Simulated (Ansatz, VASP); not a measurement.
# Na2Ge30O61 (glassy 97GeO2-3Na2O (mol %)) in two plane-wave programs

Wanted: the spread between two codes on one cell, functional and k mesh. Of the first pair: The structure shown is the start of the Ansatz relaxation below; VASP solves that cell, so the two are compared at the walk's first step.

Calculated with Ansatz 0.2.0; plane waves, with VASP 6.6.1 beside it; single point at PBE.

## 1. Starting point

The cell holds 93 atoms: 30 Ge, 2 Na and 61 O. Cell: a = 11.318 Å, b = 11.318 Å, c = 11.318 Å, α = 90.0°, β = 90.0°, γ = 90.0°. As first built, before any earlier steps moved the atoms (in the runner's words): 93 atoms (30 Ge, 2 Na, 61 O) placed at random at 3.66 g/cm^3, melted at 4000 K for 10 ps at fixed volume with the Morse and Coulomb pair potential with partial charges (Pedone, Malavasi, Menziani, Cormack and Segre, J. Phys. Chem. B 110, 11780 (2006)). Quenched from 4000 K to 300 K at 60 K/ps and fixed volume, held 10 ps at zero pressure.

## 2. Ansatz: relaxation, PBE

Ansatz runs on its default PAW (the set named soft_2) files.

The two programs are compared at the cell with which this relaxation starts, whose forces are those of its first step.

Contents of input.yaml:

```yaml
crystal:
  lattice:
    - [11.31791, 0.0, 0.0]
    - [0.0, 11.31791, 0.0]
    - [0.0, 0.0, 11.31791]
  atoms:
    - { symbol: Ge, position: [0.51642, 0.77886, 0.09233] }
    - { symbol: Ge, position: [0.79979, 0.56142, 0.64089] }
    - { symbol: Ge, position: [0.10573, 0.76439, 0.18824] }
    - { symbol: Ge, position: [0.73374, 0.85282, 0.68063] }
    - { symbol: Ge, position: [0.00578, 0.34943, 0.18547] }
    - { symbol: Ge, position: [0.35511, 0.39594, 0.91234] }
    - { symbol: Ge, position: [0.67897, 0.53717, 0.18554] }
    - { symbol: Ge, position: [0.07962, 0.754, 0.8263] }
    - { symbol: Ge, position: [0.73052, 0.01627, 0.3435] }
    - { symbol: Ge, position: [0.56748, 0.1606, 0.57437] }
    - { symbol: Ge, position: [0.7534, 0.4912, 0.91013] }
    - { symbol: Ge, position: [0.0763, 0.9961, 0.97971] }
    - { symbol: Ge, position: [0.1498, 0.77554, 0.5462] }
    - { symbol: Ge, position: [0.32872, 0.09585, 0.90126] }
    - { symbol: Ge, position: [0.55282, 0.81326, 0.44269] }
    - { symbol: Ge, position: [0.36898, 0.74716, 0.84729] }
    - { symbol: Ge, position: [0.24388, 0.19923, 0.28759] }
    - { symbol: Ge, position: [0.5263, 0.53833, 0.74518] }
    - { symbol: Ge, position: [0.91901, 0.57428, 0.35765] }
    - { symbol: Ge, position: [0.43274, 0.41624, 0.19999] }
    - { symbol: Ge, position: [0.30798, 0.30172, 0.55544] }
    - { symbol: Ge, position: [0.8339, 0.13223, 0.08995] }
    - { symbol: Ge, position: [0.63027, 0.00053, 0.92714] }
    - { symbol: Ge, position: [0.37086, 0.95942, 0.66449] }
    - { symbol: Ge, position: [0.35808, 0.58614, 0.44641] }
    - { symbol: Ge, position: [0.95091, 0.98515, 0.53187] }
    - { symbol: Ge, position: [0.7883, 0.28958, 0.72248] }
    - { symbol: Ge, position: [0.12589, 0.54494, 0.99848] }
    - { symbol: Ge, position: [0.32492, 0.90937, 0.28309] }
    - { symbol: Ge, position: [0.07206, 0.18861, 0.71684] }
[... 57 atom lines left out ...]
    - { symbol: O, position: [0.20955, 0.81233, 0.28557] }
    - { symbol: O, position: [0.68498, 0.92088, 0.80496] }
    - { symbol: O, position: [0.73178, 0.10268, 0.96873] }
    - { symbol: O, position: [0.97614, 0.44029, 0.30504] }
    - { symbol: O, position: [0.89161, 0.58468, 0.50374] }
    - { symbol: O, position: [0.26017, 0.88004, 0.5996] }
kpoints:
  mp_grid: { grid: [1, 1, 1] }
hamiltonian:
  xc: pbe
scf:
  occupations: { method: fermi_dirac, width: 0.05 }
output:
  forces: true
relax:
  f_tol: 0.05
  max_steps: 150
  cell: {}
```

Run with:

```
$ ansatz run input.yaml --threads 4 --pin off --max-ram 8192MiB --backend cpu --events-out ev --progress --plain --runs-dir out
```

Numbers of over 12 decimals in the logs are rounded to 6 here.

The program printed:

```text
Engine: ansatz 0.2.0, aarch64-unknown-linux-gnu
Pseudopotentials: kind: paw
Pseudopotential: Ge, paw, valence charge 14, recommended cutoff 420 eV (normal), Ge.paw.azcp
Pseudopotential: Na, paw, valence charge 9, recommended cutoff 420 eV (normal), Na.paw.azcp
Pseudopotential: O, paw, valence charge 6, recommended cutoff 420 eV (normal), O.paw.azcp
Functional definition: PBE
  parameter kappa = 0.804
  parameter beta = 0.066725
  exchange = pbe_x(kappa = kappa, mu = beta*pi^2/3)
  correlation = pbe_c(beta = beta)
Crystal: 93 atoms, lattice volume = 1449.769 Å³
Basis set: ecut = 420 eV, 28353 PW (Γ), exchange–correlation on 160×160×160 points (8 copies of the dense FFT grid, shifted against one another)
Bands: 495, of which v1, the nominal top of the filled ones, is band 402 counted from 1 (401 counted from 0)
Symmetry: 1 space group operations
Space group: P1 (ITA 1), of the structure as read, at distance tolerance 1.1e-4 Å
k-points: 1
Non-local potential: Ge, projectors of the file, l = 0: 2, l = 1: 2, l = 2: 3, l = 3: 1
Non-local potential: Na, projectors of the file, l = 0: 3, l = 1: 2, l = 2: 1
Non-local potential: O, projectors of the file, l = 0: 2, l = 1: 2, l = 2: 1
PAW form: soft (Blöchl's): semilocal exchange-correlation on the pseudo side does not see the compensation charge
PAW one-centre angular grid: Ge, 590 points (default); XC on 64 Gauss nodes
PAW one-centre angular grid: Na, 110 points (default); XC on 64 Gauss nodes
PAW one-centre angular grid: O, 110 points (default); XC on 64 Gauss nodes
Initial density: superposition of atomic densities (neutral atoms: chi_scale 0, normalization atom), corrected by the library's trained network
Initial wavefunctions: pseudopotential atomic-orbital guess
Functional: x = pbe(κ = 0.804, μ = 0.219515), c = pbe(β = 0.066725)
SCF iter   1: F=—  HF=-166412.751214 eV  |F-HF|=—  |Δ(HF+E_count)|=         —  Δρ=3.07e-3  dr2=1.38e-1  ethr=1.77e-3  ⟨swp⟩=6.0  Hψ=1947  notcnv=0  defer=51
preconditioner: auto → Resta (q_TF=auto, 2.473 Å⁻¹)  ε∞=2.7  [insulator: Δε(μ)=1.336 eV  Ē_g=21.022 eV  σ=0.050 eV  W_gap=1.00  n_scr=364 (ndim 8)  ℏωp=27.6 eV  f_vac=0.270  D(μ)=0.00/eV (n_scr^D=0)  ε∞_Penn≈2.7]
SCF iter   2: F=—  HF=-166412.738890 eV  |F-HF|=—  |Δ(HF+E_count)|=   1.23e-2  Δρ=1.63e-3  dr2=2.53e-2  ethr=1.72e-5  ⟨swp⟩=2.0  Hψ=757  notcnv=0  defer=81
SCF iter   3: F=—  HF=-166412.739228 eV  |F-HF|=—  |Δ(HF+E_count)|=   3.38e-4  Δρ=6.54e-4  dr2=7.08e-3  ethr=3.15e-6  ⟨swp⟩=2.0  Hψ=600  notcnv=0  defer=81
SCF iter   4: F=—  HF=-166412.739672 eV  |F-HF|=—  |Δ(HF+E_count)|=   4.44e-4  Δρ=2.10e-4  dr2=6.74e-4  ethr=8.81e-7  ⟨swp⟩=2.0  Hψ=595  notcnv=0  defer=81
SCF iter   5: F=—  HF=-166412.739717 eV  |F-HF|=—  |Δ(HF+E_count)|=   4.50e-5  Δρ=1.22e-4  dr2=2.09e-4  ethr=8.38e-8  ⟨swp⟩=2.0  Hψ=728  notcnv=0  defer=81
SCF iter   6: F=—  HF=-166412.739737 eV  |F-HF|=—  |Δ(HF+E_count)|=   2.02e-5  Δρ=3.38e-5  dr2=1.66e-5  ethr=2.60e-8  ⟨swp⟩=2.0  Hψ=599  notcnv=0  defer=81
SCF iter   7: F=—  HF=-166412.737352 eV  |F-HF|=—  |Δ(HF+E_count)|=   2.38e-3  Δρ=1.83e-5  dr2=4.34e-6  ethr=2.06e-9  ⟨swp⟩=2.0  Hψ=809  notcnv=0  defer=81
SCF iter   8: F=—  HF=-166412.737354 eV  |F-HF|=—  |Δ(HF+E_count)|=   1.48e-6  Δρ=5.04e-6  dr2=3.77e-7  ethr=5.40e-10  ⟨swp⟩=2.0  Hψ=610  notcnv=0  defer=81
SCF iter   9: F=-166412.737354 eV  HF=-166412.737354 eV  |F-HF|=2.01e-8  |Δ(HF+E_count)|=   2.09e-7  Δρ=2.41e-6  dr2=8.29e-8  ethr=1.24e-11  ⟨swp⟩=4.0  Hψ=1487  notcnv=0
SCF 1 converged in 9 iterations: F = -166412.737354 eV  dr2 = 8.29e-8
  greatest PAW one-centre occupation: 0.999 electrons in one spin orbital (limit 2), on the Na atom at site 31 (counted from 0), in its partial waves of l = 0
relax step   1: F+E_penalty+E_count = -166412.73735396 eV  Δ(F+E_penalty+E_count) = +0.000e0 eV  max|allowed force component| = 3.620e0 eV/Å  Δτ_max = 0.0000 Å  P = +5.171 GPa  Ω = 1449.769 Å³  (9 SCF iters, dr2 threshold 1.00e-7 eV, accepted)
Crystal: 93 atoms, lattice volume = 1446.698 Å³
Basis set: ecut = 420 eV, 28231 PW (Γ), exchange–correlation on 160×160×160 points (8 copies of the dense FFT grid, shifted against one another)
Initial density: handed on by an earlier stage of this run
Initial wavefunctions: those handed on with the density
iter 1 solved again at ethr=3.29e-4 eV; its pass at ethr=3.10e-3 eV (dr2=2.65e0 eV) is discarded
SCF iter   1: F=—  HF=-166420.642741 eV  |F-HF|=—  |Δ(HF+E_count)|=         —  Δρ=2.34e-2  dr2=2.68e0  ethr=3.29e-4  ⟨swp⟩=4.0  Hψ=2197  notcnv=0
preconditioner: auto → Resta (q_TF=auto, 2.474 Å⁻¹)  ε∞=2.7  [insulator: Δε(μ)=1.480 eV  Ē_g=21.016 eV  σ=0.050 eV  W_gap=1.00  n_scr=372 (ndim 8)  ℏωp=27.6 eV  f_vac=0.265  D(μ)=0.00/eV (n_scr^D=0)  ε∞_Penn≈2.7]
SCF iter   2: F=—  HF=-166420.153759 eV  |F-HF|=—  |Δ(HF+E_count)|=   4.89e-1  Δρ=1.12e-2  dr2=5.92e-1  ethr=3.29e-4  ⟨swp⟩=4.0  Hψ=985  notcnv=0
[...]
atom  85  O      0.00008042    -0.00233617    -0.00232135
  atom  86  O      0.00145003    -0.00136946    -0.00242451
  atom  87  O      0.00712067    -0.00436684     0.00749358
  atom  88  O     -0.01848202    -0.00467936     0.00418590
  atom  89  O      0.00344060    -0.00180586    -0.00561639
  atom  90  O      0.00525733     0.00987951    -0.00320343
  atom  91  O      0.01073202     0.00011606    -0.00061352
  atom  92  O     -0.01011651     0.00215618    -0.00779053
  atom  93  O     -0.00938253    -0.00012497    -0.01313111
  max |Σ_I F_I| component: 2.82e-5 eV/Å
--- Stress (GPa, compression-positive) ---
        0.016813      -0.007474      -0.006344
       -0.007474       0.013888      -0.000850
       -0.006344      -0.000850       0.036522
  P = ⅓ Tr σ = 0.0224 GPa (0.224 kbar)
--- Relaxed structure (23 steps of the walk, 21 accepted, 3 SCFs on fresh bases) ---
  F+E_penalty+E_count = -166426.97034034 eV   max|allowed force component| = 3.225e-2 eV/Å   (the final SCF, on the basis selected at the relaxed cell)
  cell:  # Å, volume = 1356.8187 Å³
    - [10.652745, -0.224054, 0.409699]
    - [-0.224054, 11.236488, -0.180480]
    - [0.409699, -0.180480, 11.358355]
  atoms:
    - { symbol: Ge, position: [0.542083, 0.801543, 0.089041] }
    - { symbol: Ge, position: [0.781201, 0.566772, 0.622105] }
    - { symbol: Ge, position: [0.093930, 0.757239, 0.170458] }
    - { symbol: Ge, position: [0.706916, 0.858532, 0.674776] }
    - { symbol: Ge, position: [0.00268165, 0.345793, 0.201748] }
    - { symbol: Ge, position: [0.331381, 0.382691, 0.923104] }
    - { symbol: Ge, position: [0.682199, 0.560604, 0.159616] }
    - { symbol: Ge, position: [0.069145, 0.742642, 0.844827] }
    - { symbol: Ge, position: [0.752605, 0.00950736, 0.359997] }
    - { symbol: Ge, position: [0.584228, 0.164054, 0.557234] }
    - { symbol: Ge, position: [0.756526, 0.504036, 0.884469] }
    - { symbol: Ge, position: [0.078536, 0.985619, 0.964289] }
    - { symbol: Ge, position: [0.168204, 0.775523, 0.578185] }
    - { symbol: Ge, position: [0.354171, 0.094482, 0.915350] }
    - { symbol: Ge, position: [0.527491, 0.815982, 0.451904] }
    - { symbol: Ge, position: [0.375074, 0.750191, 0.872658] }
    - { symbol: Ge, position: [0.254266, 0.205355, 0.292841] }
    - { symbol: Ge, position: [0.518965, 0.535340, 0.762642] }
    - { symbol: Ge, position: [0.907511, 0.585983, 0.344588] }
    - { symbol: Ge, position: [0.414456, 0.417874, 0.192114] }
    - { symbol: Ge, position: [0.316663, 0.308252, 0.556375] }
    - { symbol: Ge, position: [0.846398, 0.115002, 0.110395] }
    - { symbol: Ge, position: [0.646410, 0.011242, 0.932729] }
    - { symbol: Ge, position: [0.413182, 0.953065, 0.686942] }
    - { symbol: Ge, position: [0.351122, 0.575412, 0.443298] }
    - { symbol: Ge, position: [0.963509, 0.970374, 0.520049] }
    - { symbol: Ge, position: [0.797970, 0.311280, 0.698372] }
    - { symbol: Ge, position: [0.096262, 0.531437, 1.002621] }
    - { symbol: Ge, position: [0.333599, 0.916120, 0.275180] }
    - { symbol: Ge, position: [0.077017, 0.173001, 0.716616] }
    - { symbol: Na, position: [0.699103, 0.333069, 0.333378] }
    - { symbol: Na, position: [0.087336, 0.472653, 0.707374] }
    - { symbol: O, position: [0.957658, 0.280566, 0.719635] }
    - { symbol: O, position: [0.611864, 0.576645, 0.882542] }
    - { symbol: O, position: [0.668597, 0.868629, 0.376907] }
    - { symbol: O, position: [1.002502, 0.080997, 0.074351] }
    - { symbol: O, position: [0.607043, 0.696724, 0.177686] }
    - { symbol: O, position: [0.761604, 0.538539, 0.287657] }
    - { symbol: O, position: [0.674991, 0.141447, 0.418691] }
    - { symbol: O, position: [0.252273, 0.049298, 0.281887] }
    - { symbol: O, position: [-0.00167733, 0.615924, 0.918752] }
    - { symbol: O, position: [0.580387, 0.433193, 0.186335] }
    - { symbol: O, position: [0.364558, 0.090128, 0.758911] }
    - { symbol: O, position: [0.787202, 0.533235, 0.034606] }
    - { symbol: O, position: [0.480979, 0.280366, 0.533632] }
    - { symbol: O, position: [0.087855, 0.690950, 0.693580] }
    - { symbol: O, position: [0.806016, 0.404440, 0.574420] }
    - { symbol: O, position: [0.446652, 0.886211, 0.824608] }
    - { symbol: O, position: [0.963440, 0.716527, 0.273416] }
    - { symbol: O, position: [0.040443, 0.849117, 0.067081] }
    - { symbol: O, position: [0.611155, 0.532255, 0.628650] }
    - { symbol: O, position: [0.804048, 0.944072, 0.572712] }
    - { symbol: O, position: [0.245254, -0.00849608, 0.986160] }
    - { symbol: O, position: [0.749343, 0.023311, 0.205761] }
    - { symbol: O, position: [0.303982, 0.236711, 0.966423] }
    - { symbol: O, position: [0.057578, 0.077279, 0.591693] }
[...]
- { symbol: O, position: [0.917842, 0.018357, 0.381638] }
    - { symbol: O, position: [0.399698, 0.265895, 0.230756] }
    - { symbol: O, position: [0.223731, 0.801210, 0.251675] }
    - { symbol: O, position: [0.685872, 0.975362, 0.781398] }
    - { symbol: O, position: [0.766430, 0.113797, 0.978845] }
    - { symbol: O, position: [0.991964, 0.450482, 0.323512] }
    - { symbol: O, position: [0.871889, 0.626331, 0.494921] }
    - { symbol: O, position: [0.275520, 0.868269, 0.652883] }
```

## 3. VASP: single point, PBE, start cell, pair 1

The same cell, functional, mesh and smearing now go to VASP, with its own data sets.

Lines of VASP's logs that name or quote its potential files are left out, and so is its time.

Contents of INCAR:

```
SYSTEM = Na2Ge30O61
PREC = Accurate
ENCUT = 520
EDIFF = 1E-06
NELM = 120
ISMEAR = -1
SIGMA = 0.05
LREAL = Auto
ALGO = Normal
GGA = PE
NBANDS = 472
LORBIT = 11
LWAVE = .FALSE.
LCHARG = .FALSE.
ISIF = 2
LASPH = .TRUE.
GGA_COMPAT = .FALSE.
EFERMI = MIDGAP
NCORE = 2
```

Contents of POSCAR:

```
Na2Ge30O61
1.0
   11.3179100000      0.0000000000      0.0000000000
    0.0000000000     11.3179100000      0.0000000000
    0.0000000000      0.0000000000     11.3179100000
Ge Na O
30 2 61
Direct
    0.5164204345      0.7788628819      0.0923315347
    0.7997943083      0.5614199088      0.6408868775
    0.1057262339      0.7643902452      0.1882414686
    0.7337397099      0.8528164652      0.6806291974
    0.0057784520      0.3494284722      0.1854671048
    0.3551097332      0.3959388262      0.9123415896
    0.6789681134      0.5371663143      0.1855377892
    0.0796171731      0.7539996342      0.8263009690
    0.7305235684      0.0162662541      0.3434998158
    0.5674810985      0.1606038571      0.5743728303
    0.7533988166      0.4912037647      0.9101327012
    0.0763038406      0.9961026373      0.9797126855
    0.1497979751      0.7755407138      0.5461962500
    0.3287179347      0.0958480850      0.9012618054
    0.5528229152      0.8132596919      0.4426877401
    0.3689815522      0.7471609158      0.8472942443
    0.2438789494      0.1992328972      0.2875884328
    0.5262985834      0.5383326073      0.7451817518
    0.9190124325      0.5742756392      0.3576543726
    0.4327389067      0.4162429282      0.1999927548
    0.3079808905      0.3017164830      0.5554382390
    0.8338995451      0.1322328946      0.0899459352
    0.6302665421      0.0005301332      0.9271411418
    0.3708635252      0.9594174189      0.6644866411
    0.3580784792      0.5861417877      0.4464075081
    0.9509087809      0.9851465509      0.5318738177
    0.7882992531      0.2895764324      0.7224832147
    0.1258889671      0.5449416014      0.9984794012
    0.3249186466      0.9093728436      0.2830911361
    0.0720627748      0.1886125619      0.7168372959
[... 57 atom lines left out ...]
    0.2095528238      0.8123319588      0.2855739266
    0.6849762898      0.9208767343      0.8049631071
    0.7317782170      0.1026779679      0.9687300924
    0.9761431218      0.4402933050      0.3050386511
    0.8916133809      0.5846839213      0.5037414152
    0.2601717101      0.8800388058      0.5995983357
```

Contents of KPOINTS:

```
Automatic mesh
0
Gamma
1 1 1
0 0 0
```

Potentials, in the order of the species: Ge_d, Na_pv and O (PBE family, release 64).

Run with:

```
$ mpirun -np 8 vasp_gam
```

The program printed:

```text
[banner, memory and clock lines left out]
running    8 mpi-ranks, on    1 nodes
[...]
LDA part: xc-table for (Slater+PW92), standard interpolation
 POSCAR, INCAR and KPOINTS ok, starting setup
[...]
entering main loop
       N       E                     dE             d eps       ncg     rms          rms(c)
DAV:   1     0.266397356462E+05    0.26640E+05   -0.26075E+05  1144   0.449E+03
DAV:   2     0.603945678373E+04   -0.20600E+05   -0.19501E+05   944   0.123E+03
DAV:   3     0.274193173952E+03   -0.57653E+04   -0.54024E+04  1016   0.402E+02
DAV:   4    -0.624455357904E+03   -0.89865E+03   -0.87922E+03  1096   0.179E+02
[...]
DAV:  19    -0.570007820251E+03    0.39404E-06   -0.26252E-05  1200   0.251E-02    0.481E-03
DAV:  20    -0.570007821552E+03   -0.13009E-05   -0.15540E-05  1040   0.140E-02    0.231E-03
DAV:  21    -0.570007821834E+03   -0.28173E-06   -0.25967E-06   736   0.975E-03
   1 F= -.57000782E+03 E0= -.57000781E+03  d E =-.213136E-04
```

From OUTCAR (step 3):

```text
  FREE ENERGIE OF THE ION-ELECTRON SYSTEM (eV)
  ---------------------------------------------------
  free  energy   TOTEN  =      -570.0078218339 eV

  energy  without entropy=     -570.0078005203  energy(sigma->0) =     -570.00781118
```

The run ends at a pressure of 4.64 GPa, with forces up to 4.7 eV/Å.

## 4. Side by side

Known differences besides the potentials themselves: the data sets hold 804 valence electrons in Ansatz (on its default PAW (the set named soft_2) files) and 800 in VASP; the cutoff is 420 eV in Ansatz and 520 eV in VASP (PREC = Accurate, projectors in real space). Total energies have different zeros and are not compared.

Forces on 8 of the 93 atoms, those with the largest forces and the largest differences (eV/Å; atoms numbered as in POSCAR):

| atom | Ansatz x, y, z | VASP x, y, z |
| --- | --- | --- |
| Ge13 | 2.709, 1.454, 1.742 | 2.667, 1.466, 1.707 |
| Ge16 | 1.184, -3.151, 0.203 | 1.145, -3.037, 0.229 |
| Ge17 | 2.579, 2.124, 1.403 | 2.520, 2.096, 1.375 |
| Ge28 | 1.016, 3.584, 1.593 | 0.984, 3.491, 1.598 |
| O48 | 2.776, 3.619, -1.425 | 2.706, 3.512, -1.407 |
| O70 | -0.341, -3.542, 0.137 | -0.336, -3.494, 0.139 |
| O72 | -1.238, -3.156, 0.826 | -1.230, -3.089, 0.819 |
| O77 | -2.009, 3.302, 0.229 | -1.967, 3.196, 0.206 |

The forces differ by 32 meV/Å r.m.s., which is 2.7 % of the r.m.s. force of 1.210 eV/Å (both taken over all components).

(Continued in part 2 of 2.)

[Lines on the potential files, build, host, timing and source positions are cut from VASP's logs without a mark.]

[Logs are printed without paths, hosts, clocks, repeated set-up lines and the standing remarks that a program may print on its own settings, such as how far it seeks lower states.]

[Hosts, paths, dates, database ids (printed as entryN), source tags and the programs' standing remarks are cut or masked in the printed files.]
